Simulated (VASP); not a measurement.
Data:

```xyz
2
Lattice="0.0000 2.5823 2.5823 2.5823 0.0000 2.5823 2.5823 2.5823 0.0000" Properties=species:S:1:pos:R:3 pbc="T T T"
Sr     0.0000     0.0000     0.0000
O      2.5823     2.5823     2.5823
```

The numbers are results of rev-vdW-DF2, VASP's PBE PAW potentials (set 64) (plane waves; VASP 6.6.1), not measurements. Settings: 520 eV cut-off, Gaussian smearing of 0.050 eV, potentials Sr_sv O.

Question: What does the run give for the band gap (along the path) with the smallest direct gap where there is one?

Answer: 
```yaml
band gap (along the path): 3.24 eV
smallest direct gap (along the path): 3.34 eV
```

Total energies compare only between runs with the same potentials, cut-off and functional.

The compound is SrO in the rock salt structure. It was relaxed first.
